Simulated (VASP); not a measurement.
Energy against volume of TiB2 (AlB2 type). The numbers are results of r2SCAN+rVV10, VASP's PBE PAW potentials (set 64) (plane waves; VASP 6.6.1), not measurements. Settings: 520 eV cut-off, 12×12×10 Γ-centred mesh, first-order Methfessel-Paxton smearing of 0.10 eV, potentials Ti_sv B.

Shape and ions are relaxed at each volume.

| V (Å³/atom) | E (eV/atom) |
|---|---|
| 8.252 | -10.22864 |
| 8.507 | -10.23561 |
| 8.762 | -10.23010 |
| 9.018 | -10.21381 |

Problem. Fit these four points and predict the energy of the run at 7.997 Å³/atom.

Solution. A cubic in V^(−2/3), the third-order Birch-Murnaghan form, passes through the four points with V0 = 8.52 Å³/atom and B0 = 260 GPa, and gives -10.2071 eV/atom there. The run gave -10.2073 eV/atom, -0.2 meV/atom from the fit; all five points give B0 = 259 GPa.

The compound is TiB2 in the AlB2 type structure. It was relaxed first.
